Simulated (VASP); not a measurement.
Given:

```xyz
2
Lattice="3.7242 -1.8364 0.0000 3.7242 1.8364 0.0000 2.7524 0.0000 3.1657" Properties=species:S:1:pos:R:3 pbc="T T T"
As     2.3156     0.0000     0.7186
As     7.9107     0.0000     2.4471
```

These are PBE GGA, VASP's PBE PAW potentials (set 64) (plane waves; VASP) values and carry that method's errors. Settings: 175 eV cut-off, 11×11×10 Γ-centred mesh, first-order Methfessel-Paxton smearing of 0.10 eV, potentials As.

At this cut-off the stress carries a Pulay error, which pulls relaxed volumes low.

What does the run give for the energy per atom (σ→0), pressure, largest force, band gap (on the k-mesh) with the smallest direct gap where there is one?

The band gap (on the k-mesh) is none (metal, semimetal or under 0.01 eV) and the energy per atom (σ→0) comes out as -4649 meV/atom. The pressure comes out as 3.20 GPa and the largest force comes out as 0.427 eV/Å.

The compound is As in the a7 structure. The cell was not relaxed at this level. The run is one of a series of settings (ENCUT = 175 against the base run), some of them coarse on purpose.
